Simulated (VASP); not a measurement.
Consider the following.

```xyz
4
Lattice="3.6671 0.0000 0.0000 -1.8335 3.1758 0.0000 0.0000 0.0000 6.2738" Properties=species:S:1:pos:R:3 pbc="T T T"
In     0.0000     2.1172     0.0404
In     1.8335     1.0586     3.1773
P      0.0000     2.1172     2.3123
P      1.8335     1.0586     5.4492
```

Calculation: PBEsol GGA, VASP's PBE PAW potentials (set 64) (plane waves; VASP). Numerical set-up: 500 eV cut-off, 7×7×4 Γ-centred mesh, Gaussian smearing of 0.050 eV, potentials In_d P.

Task: Estimate the energy per atom (σ→0), pressure.

Result: 
```yaml
energy per atom (σ→0): -3.822 eV/atom
pressure: 44.97 GPa
```

The absolute energy has meaning only against runs of the same code, potentials and settings.

The structure was generated: InP was put into the wurtzite type (P6_3mc), which need not be its known phase. It was relaxed first under an external pressure of 45 GPa.
